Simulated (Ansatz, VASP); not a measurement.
## Cross-check of GaCuSe2 (GaCuSe2 (I-42d)) between VASP and Ansatz

Aim: how closely do two programs agree when they are given the same cell, functional and k mesh? The cell is taken from a series of runs on this material, whose earlier steps may have relaxed, scaled, displaced or heated it; both programs get it as it stands.

Calculated with Ansatz 0.2.0; plane waves, with VASP 6.6.1 beside it; relaxation of cell and atoms at PBEsol.

## 1. The starting structure

Symmetry: I-42d, No. 122, tetragonal system. The conventional cell has a = 5.570 Å, b = 5.570 Å, c = 11.071 Å, α = 90.00°, β = 90.00°, γ = 90.00°. Nearest to Ga lie 4 Se at 2.43 Å. Nearest to Cu lie 4 Se at 2.38 Å. Nearest to Se lie 2 Cu at 2.38 Å and 2 Ga at 2.43 Å. Farther neighbours and most contacts between anions are not listed.

## 2. Ansatz: relaxation of cell and atoms, PBEsol

Ansatz runs on its PAW soft_1 files.

The relaxed volume is the usual yardstick between codes: in a stiff, nearly cubic crystal its relative difference is about their pressure difference at one cell divided by the bulk modulus.

File input.yaml:

```yaml
crystal:
  lattice:
    - [-2.7849336, 2.7849336, 5.5354277]
    - [2.7849336, -2.7849336, 5.5354277]
    - [2.7849336, 2.7849336, -5.5354277]
  atoms:
    - { symbol: Ga, position: [0.0, 0.0, 0.0] }
    - { symbol: Ga, position: [0.75, 0.25, 0.5] }
    - { symbol: Cu, position: [0.5, 0.5, 0.0] }
    - { symbol: Cu, position: [0.25, 0.75, 0.5] }
    - { symbol: Se, position: [0.875, 0.86682465, 0.49182465] }
    - { symbol: Se, position: [0.375, 0.38317535, 0.50817535] }
    - { symbol: Se, position: [0.13317535, 0.625, 0.00817535] }
    - { symbol: Se, position: [0.61682465, 0.125, 0.99182465] }
basis:
  ecutwfc: 420
  xc_grid: 2
hamiltonian:
  xc: pbesol
  pseudopotentials: { kind: paw, azcp: { folder: soft_1 }, xc_functional: pbe }
kpoints:
  mp_grid: { grid: [7, 7, 7] }
scf:
  occupations: { method: fermi_dirac, width: 0.01 }
  max_iter: 150
output:
  forces: true
  stress: true
relax:
  f_tol: 0.01
  max_steps: 60
  cell: {}
checkpoint:
  write: "../pbesol.run"
  compress: false
  write_wavefunctions: false
  write_every: 100000
```

Run with:

```console
$ ansatz run input.yaml --threads 4 --pin off --max-ram 15073MiB --backend cpu --events-out ev --progress --plain --runs-dir out
```

Numbers of over 12 decimals in the logs are rounded to 6 here.

Output:

```text
Engine: ansatz 0.2.0, aarch64-unknown-linux-gnu
Pseudopotentials: kind: paw
Pseudopotential: Ga, paw, valence charge 13, recommended cutoff 420 eV (normal), soft_1/Ga.paw.azcp
Pseudopotential: Cu, paw, valence charge 19, recommended cutoff 420 eV (normal), soft_1/Cu.paw.azcp
Pseudopotential: Se, paw, valence charge 16, recommended cutoff 420 eV (normal), soft_1/Se.paw.azcp
Functional definition: PBEsol
  exchange = pbesol_x
  correlation = pbesol_c
Crystal: 8 atoms, lattice volume = 171.728 Å³
Basis set: ecut = 420 eV, 3411 PW (Γ), exchange–correlation on 96×96×96 points (8 copies of the dense FFT grid, shifted against one another)
Bands: 77, of which v1, the nominal top of the filled ones, is band 64 counted from 1 (63 counted from 0)
Symmetry: 8 space group operations
Space group: I-42d (ITA 122), of the structure as read, at distance tolerance 5.6e-5 Å
k-points: 40 of 343 (time reversal used)
Non-local potential: Ga, projectors of the file, l = 0: 2, l = 1: 2, l = 2: 3, l = 3: 1
Non-local potential: Cu, projectors of the file, l = 0: 3, l = 1: 2, l = 2: 3, l = 3: 1
Non-local potential: Se, projectors of the file, l = 0: 2, l = 1: 2, l = 2: 3, l = 3: 1
PAW form: soft (Blöchl's): semilocal exchange-correlation on the pseudo side does not see the compensation charge
PAW frozen core: Ga, regenerated for the run's functional, and the local potential with it (the file was generated under x = pbe(κ = 0.804, μ = 0.219515), c = pbe(β = 0.066725))
PAW frozen core: Cu, regenerated for the run's functional, and the local potential with it (the file was generated under x = pbe(κ = 0.804, μ = 0.219515), c = pbe(β = 0.066725))
PAW frozen core: Se, regenerated for the run's functional, and the local potential with it (the file was generated under x = pbe(κ = 0.804, μ = 0.219515), c = pbe(β = 0.066725))
PAW one-centre angular grid: Ga, 590 points (default); XC on 64 Gauss nodes
PAW one-centre angular grid: Cu, 590 points (default); XC on 64 Gauss nodes
PAW one-centre angular grid: Se, 590 points (default); XC on 64 Gauss nodes
Initial density: superposition of atomic densities (chi_scale 0.1, normalization cell, long waves kept (reshape's long-wave potential 0.00 eV rms))
Initial wavefunctions: pseudopotential atomic-orbital guess
Functional: x = pbesol(κ = 0.804, μ = 0.123457), c = pbesol(β = 0.046)
SCF iter   1: F=—  HF=-42365.559188 eV  |F-HF|=—  |Δ(HF+E_count)|=         —  Δρ=5.23e-2  dr2=3.53e0  ethr=3.10e-3  ⟨swp⟩=5.3  Hψ=10337  notcnv=0
preconditioner: auto → Resta (q_TF=auto, 2.598 Å⁻¹)  ε∞=4.5  [insulator: Δε(μ)=0.396 eV  Ē_g=12.868 eV  σ=0.010 eV  W_gap=1.00  n_scr=60 (ndim 8)  ℏωp=24.0 eV  f_vac=0.047  D(μ)=0.00/eV (n_scr^D=0)  ε∞_Penn≈4.5]
SCF iter   2: F=—  HF=-42364.808458 eV  |F-HF|=—  |Δ(HF+E_count)|=   7.51e-1  Δρ=3.88e-2  dr2=1.39e0  ethr=2.76e-3  ⟨swp⟩=3.0  Hψ=6224  notcnv=0  defer=289
SCF iter   3: F=—  HF=-42364.767284 eV  |F-HF|=—  |Δ(HF+E_count)|=   4.12e-2  Δρ=2.90e-2  dr2=1.05e0  ethr=1.09e-3  ⟨swp⟩=2.0  Hψ=6356  notcnv=0  defer=287
SCF iter   4: F=—  HF=-42364.481891 eV  |F-HF|=—  |Δ(HF+E_count)|=   2.85e-1  Δρ=9.85e-3  dr2=1.03e-1  ethr=8.19e-4  ⟨swp⟩=2.0  Hψ=4350  notcnv=0  defer=288
SCF iter   5: F=—  HF=-42364.480430 eV  |F-HF|=—  |Δ(HF+E_count)|=   1.46e-3  Δρ=3.13e-3  dr2=1.13e-2  ethr=8.02e-5  ⟨swp⟩=2.1  Hψ=4508  notcnv=0  defer=288
SCF iter   6: F=—  HF=-42364.478090 eV  |F-HF|=—  |Δ(HF+E_count)|=   2.34e-3  Δρ=8.77e-4  dr2=1.69e-3  ethr=8.85e-6  ⟨swp⟩=2.0  Hψ=4464  notcnv=0  defer=288
SCF iter   7: F=—  HF=-42364.478779 eV  |F-HF|=—  |Δ(HF+E_count)|=   6.89e-4  Δρ=5.69e-4  dr2=5.70e-4  ethr=1.32e-6  ⟨swp⟩=2.0  Hψ=4464  notcnv=0  defer=288
SCF iter   8: F=—  HF=-42364.478883 eV  |F-HF|=—  |Δ(HF+E_count)|=   1.04e-4  Δρ=1.81e-4  dr2=3.57e-5  ethr=4.45e-7  ⟨swp⟩=2.0  Hψ=5263  notcnv=0  defer=288
SCF iter   9: F=—  HF=-42364.478848 eV  |F-HF|=—  |Δ(HF+E_count)|=   3.43e-5  Δρ=3.53e-5  dr2=1.72e-6  ethr=2.79e-8  ⟨swp⟩=2.0  Hψ=3821  notcnv=0  defer=288
SCF iter  10: F=—  HF=-42364.478851 eV  |F-HF|=—  |Δ(HF+E_count)|=   2.32e-6  Δρ=1.33e-5  dr2=2.16e-7  ethr=1.35e-9  ⟨swp⟩=2.0  Hψ=4033  notcnv=0  defer=288
SCF iter  11: F=-42364.478851 eV  HF=-42364.478851 eV  |F-HF|=3.30e-9  |Δ(HF+E_count)|=   6.62e-8  Δρ=1.31e-6  dr2=2.48e-9  ethr=7.81e-11  ⟨swp⟩=4.1  Hψ=10930  notcnv=0
SCF 1 converged in 11 iterations: F = -42364.478851 eV  dr2 = 2.48e-9
  greatest PAW one-centre occupation: 1.000 electrons in one spin orbital (limit 2), on the Cu atom at site 3 (counted from 0), in its partial waves of l = 0
relax step   1: F+E_penalty+E_count = -42364.47885087 eV  Δ(F+E_penalty+E_count) = +0.000e0 eV  max|allowed force component| = 1.300e-4 eV/Å  Δτ_max = 0.0000 Å  P = +0.034 GPa  Ω = 171.728 Å³  (11 SCF iters, dr2 threshold 1.00e-7 eV, accepted)
Initial density: handed on by an earlier stage of this run
Initial wavefunctions: pseudopotential atomic-orbital guess (no wavefunctions were taken with the density)
iter 1 solved again at ethr=9.17e-8 eV; its pass at ethr=3.10e-3 eV (dr2=1.17e-4 eV) is discarded
SCF iter   1: F=—  HF=-42364.478898 eV  |F-HF|=—  |Δ(HF+E_count)|=         —  Δρ=1.30e-6  dr2=2.67e-9  ethr=9.17e-8  ⟨swp⟩=3.0  Hψ=19845  notcnv=0
eigensolver tolerance schedule: the retry pair's looser diagonalisation over-reported the residual by 44020.60 of it (diagonalisation noise at an unbounded share of the residual, at the tolerance the schedule requests for it); recorded, not acted on — ethr = c·dr2/N_el stays at c = 1.0e-1
preconditioner: auto → Resta (q_TF=auto, 2.598 Å⁻¹)  ε∞=4.9  [insulator: Δε(μ)=0.123 eV  Ē_g=12.249 eV  σ=0.010 eV  W_gap=1.00  n_scr=60 (ndim 8)  ℏωp=24.0 eV  f_vac=0.112  D(μ)=0.00/eV (n_scr^D=0)  ε∞_Penn≈4.9]
SCF iter   2: F=—  HF=-42364.478851 eV  |F-HF|=—  |Δ(HF+E_count)|=   4.69e-5  Δρ=2.56e-6  dr2=6.45e-9  ethr=2.08e-12  ⟨swp⟩=3.2  Hψ=8260  notcnv=0
SCF iter   3: F=—  HF=-42364.478851 eV  |F-HF|=—  |Δ(HF+E_count)|=   1.56e-9  Δρ=1.91e-6  dr2=4.35e-9  ethr=2.08e-12  ⟨swp⟩=2.0  Hψ=5640  notcnv=0
SCF iter   4: F=—  HF=-42364.478851 eV  |F-HF|=—  |Δ(HF+E_count)|=  4.87e-10  Δρ=5.57e-7  dr2=4.34e-10  ethr=2.08e-12  ⟨swp⟩=2.0  Hψ=5640  notcnv=0
SCF iter   5: F=—  HF=-42364.478851 eV  |F-HF|=—  |Δ(HF+E_count)|=  2.18e-10  Δρ=2.45e-7  dr2=1.21e-10  ethr=1.00e-12  ⟨swp⟩=2.0  Hψ=3245  notcnv=0
SCF iter   6: F=-42364.478851 eV  HF=-42364.478851 eV  |F-HF|=1.46e-11  |Δ(HF+E_count)|=  1.31e-10  Δρ=1.09e-7  dr2=2.80e-11  ethr=1.00e-12  ⟨swp⟩=4.1  Hψ=10630  notcnv=0
SCF 2 converged in 6 iterations: F = -42364.478851 eV  dr2 = 2.80e-11
relax step   2: F+E_penalty+E_count = -42364.47885087 eV  Δ(F+E_penalty+E_count) = -4.242e-9 eV  max|allowed force component| = 1.376e-4 eV/Å  Δτ_max = 0.0000 Å  P = +0.034 GPa  Ω = 171.728 Å³  stress off target by 4.51e-2 GPa  SCF on the basis re-selected at this cell (its energy is not comparable with the rows above)  (6 SCF iters)
basis re-selected at this cell: Δ(F+E_penalty+E_count) = -4.242e-9 eV, ΔP = -0.000 GPa vs the last step (what re-selecting the basis moved, of the pressure what is left beyond the Pulay correction that the steps carried, after the strain that the cell walked since its last selection, with what the two solves' SCF thresholds leave and, on support functions, any second-order correction that the steps lacked; it is no m [...]
SCF converged after 6 iterations
Free energy (F): -42364.478851 eV
Harris-Foulkes:  -42364.478851 eV  (|F-HF|=1.46e-11)
Internal energy: -42364.478849 eV  (E = F + TS)
E sigma→0 (E₀):  -42364.478850 eV
Entropy (-TS):   -0.000002 eV (-0.000 meV/atom)
Fermi energy:    8.672489 eV
--- Per-component energies (eV) ---
  E_band       = -2654.621027
  E_kinetic    = 1190.815916
  E_local      = -25644.465057  (includes V_loc(G=0)·N_el)
  E_nonlocal   = 202.141342
  E_hartree    = 12656.750745
  E_xc         = -599.452373
  E_vxc        = -649.167965  (∫ρ·V_xc dr)
  E_paw        = -15816.443353  (= ΣΔE_a)
  E_vpaw       = -3067.446018  (= ΣTr[D̂ρ^β])
  E_aug_tail   = -0.000011  (compensation charges beyond the density's cutoff)
  E_ewald      = -14359.998229
  E_core_change = 6.172171  (= ΣΔE_core)
  E_smearing   = -0.000002  (= −TS)
  E_closure    = 0.000000  (closes the sum)
  Σ components = -42364.478851   (vs F -42364.478851, Δ=0.00e0)
--- Forces (eV/Å), atoms counted from 1 ---
  atom   1  Ga     0.00000000     0.00000000    -0.00000000
  atom   2  Ga    -0.00000000    -0.00000000    -0.00000000
  atom   3  Cu     0.00000000    -0.00000000    -0.00000000
  atom   4  Cu     0.00000000    -0.00000000     0.00000000
  atom   5  Se    -0.00013763     0.00000000    -0.00000000
  atom   6  Se     0.00013763    -0.00000000     0.00000000
  atom   7  Se    -0.00000000     0.00013763     0.00000000
  atom   8  Se    -0.00000000    -0.00013763    -0.00000000
  max |Σ_I F_I| component: 2.97e-17 eV/Å
--- Stress (GPa, compression-positive) ---
        0.027732       0.000000       0.000000
        0.000000       0.027732      -0.000000
       -0.000000      -0.000000       0.045136
  P = ⅓ Tr σ = 0.0335 GPa (0.335 kbar)
--- Relaxed structure (1 steps of the walk, 1 accepted, 1 SCFs on fresh bases) ---
  F+E_penalty+E_count = -42364.47885087 eV   max|allowed force component| = 1.376e-4 eV/Å   (the final SCF, on the basis selected at the relaxed cell)
  cell:  # Å, volume = 171.7279 Å³
    - [-2.7849336, 2.7849336, 5.5354277]
    - [2.7849336, -2.7849336, 5.5354277]
    - [2.7849336, 2.7849336, -5.5354277]
  atoms:
    - { symbol: Ga, position: [0.0, 0.0, 0.0] }
    - { symbol: Ga, position: [0.75, 0.250000, 0.5] }
    - { symbol: Cu, position: [0.5, 0.5, 0.0] }
    - { symbol: Cu, position: [0.250000, 0.75, 0.5] }
    - { symbol: Se, position: [0.875, 0.86682465, 0.491825] }
    - { symbol: Se, position: [0.375000, 0.383175, 0.508175] }
    - { symbol: Se, position: [0.13317535, 0.625000, 0.00817535] }
    - { symbol: Se, position: [0.616825, 0.125000, 0.991825] }
```

(Continued in part 2 of 2.)

[Lines on the potential files, build, host, timing and source positions are cut from VASP's logs without a mark.]

[Logs are printed without paths, hosts, clocks, repeated set-up lines and the standing remarks that a program may print on its own settings, such as how far it seeks lower states.]

[Hosts, paths, dates, database ids (printed as entryN), source tags and the programs' standing remarks are cut or masked in the printed files.]
